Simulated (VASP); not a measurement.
Consider the following.

```xyz
6
Lattice="4.9719 0.0000 0.0000 -2.4859 4.3058 0.0000 0.0000 0.0000 4.0008" Properties=species:S:1:pos:R:3 pbc="T T T"
Tb     0.0000     0.0000     0.0000
Cu    -1.2430     2.1529     2.0004
Cu     2.4859     0.0000     2.0004
Cu     1.2430     2.1529     2.0004
Cu     0.0000     2.8705     0.0000
Cu     2.4859     1.4353     0.0000
```

Calculation: PBEsol GGA, VASP's PBE PAW potentials (set 64) (plane waves; VASP). Settings: 400 eV cut-off, Gaussian smearing of 0.050 eV, potentials Tb_3 Cu.

The 4f electrons are frozen in the core of the lanthanide potential, so 4f levels, which can set the real gap, and their magnetism are missing.

Q: Give the energies of bands 23 to 36 at the high-symmetry points, in eV from the Fermi level.

A: 
| band | Γ | M | K | A | L | H |
|---|---|---|---|---|---|---|
| 23 | -2.56 | -2.69 | -2.71 | -2.47 | -2.67 | -2.70 |
| 24 | -2.56 | -2.66 | -2.69 | -2.47 | -2.61 | -2.70 |
| 25 | -2.50 | -2.65 | -2.67 | -2.26 | -2.59 | -2.58 |
| 26 | -2.50 | -2.59 | -2.60 | -2.26 | -2.49 | -2.53 |
| 27 | -1.80 | -2.51 | -2.60 | -2.24 | -2.33 | -2.53 |
| 28 | -1.80 | -2.48 | -2.38 | -1.81 | -2.28 | -2.25 |
| 29 | -1.76 | -2.46 | -2.38 | -1.81 | -1.84 | -2.07 |
| 30 | -0.51 | -1.80 | -1.99 | -1.76 | -1.81 | -2.07 |
| 31 | -0.10 | -1.07 | -1.80 | -0.92 | -1.71 | -1.24 |
| 32 | -0.10 | -0.06 | 0.70 | -0.92 | -1.39 | -1.24 |
| 33 | 0.42 | 0.85 | 1.67 | -0.28 | 0.52 | -0.56 |
| 34 | 0.79 | 1.52 | 1.67 | -0.07 | 1.16 | 0.02 |
| 35 | 1.49 | 2.00 | 1.76 | -0.07 | 1.18 | 3.04 |
| 36 | 1.49 | 3.13 | 1.76 | 4.33 | 2.50 | 3.04 |

It has no gap at this level: it comes out as a metal or semimetal.

The structure comes from a computed database's TbCu5 entry (P6/mmm); how it stands against other phases isn't given here. It was relaxed first.
